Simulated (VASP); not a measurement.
Given:

```xyz
1
Lattice="0.0000 2.7900 2.7900 2.7900 0.0000 2.7900 2.7900 2.7900 0.0000" Properties=species:S:1:pos:R:3 pbc="T T T"
Ca     0.0000     0.0000     0.0000
```

These are rev-vdW-DF2, VASP's PBE PAW potentials (set 64) (plane waves; VASP) values and carry that method's errors. Settings: 520 eV cut-off, 10×10×10 Γ-centred mesh, first-order Methfessel-Paxton smearing of 0.10 eV, potentials Ca_sv.

Energy and stress use the plane-wave basis of the starting cell.

The ions, cell shape and volume are relaxed. Give the cell that the relaxation ends in.

```xyz
1
Lattice="0.0000 2.7324 2.7324 2.7324 0.0000 2.7324 2.7324 2.7324 0.0000" Properties=species:S:1:pos:R:3 pbc="T T T"
Ca     0.0000     0.0000     0.0000
```
Space group Fm-3m (225), at a tolerance of 0.03 Å.

How do energy and volume change from the first to the last step?

The energy (σ→0) changes by -8.7 meV/atom and the volume by -6.1 %, in 3 ionic steps.

The compound is Ca in the fcc structure. This run relaxes it. Symmetry was kept, so distortions that lower it aren't found.
